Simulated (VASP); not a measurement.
Input:

```yaml
crystal:
  lattice:
    - [0.00000, 2.74949, 2.74949]
    - [2.74949, 0.00000, 2.74949]
    - [2.74949, 2.74949, 0.00000]
  atoms:
    - { symbol: Al, position: [0.00000, 0.00000, 0.00000] }
    - { symbol: P, position: [0.25000, 0.25000, 0.25000] }
```

Computed with optB88-vdW, VASP's PBE PAW potentials (set 64) (plane waves; VASP). Numerical set-up: 520 eV cut-off, Gaussian smearing of 0.050 eV, potentials Al P.

Problem. Give the energies of bands 2 to 7 at the high-symmetry points, in eV from the valence-band maximum.

Solution. 
| band | Γ | X | U | L | W |
|---|---|---|---|---|---|
| 2 | 0.00 | -5.20 | -4.93 | -5.39 | -4.84 |
| 3 | 0.00 | -2.04 | -3.29 | -0.74 | -3.05 |
| 4 | 0.00 | -2.04 | -1.68 | -0.74 | -2.70 |
| 5 | 3.15 | 1.72 | 2.54 | 2.78 | 4.39 |
| 6 | 4.59 | 2.55 | 5.14 | 4.89 | 5.88 |
| 7 | 4.59 | 10.92 | 8.44 | 4.89 | 6.19 |

The gap is indirect, 1.72 eV, from the valence maximum at Γ to the conduction minimum at X.

Measured: gap 2.54 eV (computed value off by -0.82 eV), as given by Wei Chen et al., Physical Review Materials (2018), doi:10.1103/physrevmaterials.2.073803 [zero-point renormalisation of 0.02 eV added back (the table's ZPR column)].

The compound is AlP in the zinc blende structure. It was relaxed first.
